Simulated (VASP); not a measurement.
Given:

```xyz
5
Lattice="1.9627 -3.3995 0.0000 1.9627 3.3995 0.0000 0.0000 0.0000 6.0841" Properties=species:S:1:pos:R:3 pbc="T T T"
La     1.9627     1.1332     1.4929
La     1.9627    -1.1332     4.5912
O      0.0000     0.0000     0.0000
O      1.9627     1.1332     3.9316
O      1.9627    -1.1332     2.1525
```

The numbers are results of r2SCAN+rVV10, VASP's PBE PAW potentials (set 64) (plane waves; VASP 6.6.1), not measurements. Numerical set-up: 520 eV cut-off, 7×7×4 Γ-centred mesh, tetrahedra with Blöchl corrections, potentials La O.

Task: Give the energies of bands 12 to 23 at the high-symmetry points, in eV from the valence-band maximum.

Result: 
```tsv
band	Γ	M	K	A	L	H
12	-2.46	-2.25	-1.63	-2.79	-3.02	-2.32
13	-2.46	-2.05	-1.62	-2.79	-2.19	-2.32
14	-2.24	-1.97	-1.62	-2.67	-1.54	-1.72
15	-2.24	-1.28	-1.32	-1.94	-1.23	-1.41
16	-2.12	-0.76	-1.32	-1.94	-1.02	-1.41
17	-1.68	-0.75	-0.84	-1.01	-0.96	-0.59
18	-0.41	-0.67	-0.84	-0.80	-0.73	-0.29
19	-0.41	-0.43	-0.82	-0.30	-0.37	-0.29
20	-0.13	-0.30	-0.11	-0.30	0.00	-0.23
21	4.76	4.28	4.20	5.24	4.93	4.65
22	5.10	5.28	5.31	5.27	5.08	5.36
23	5.10	5.80	5.31	5.27	5.76	5.56
```

The gap is indirect, 4.20 eV, from the valence maximum at L to the conduction minimum at K.

The compound is La2O3 in the a-type structure. It was relaxed first.
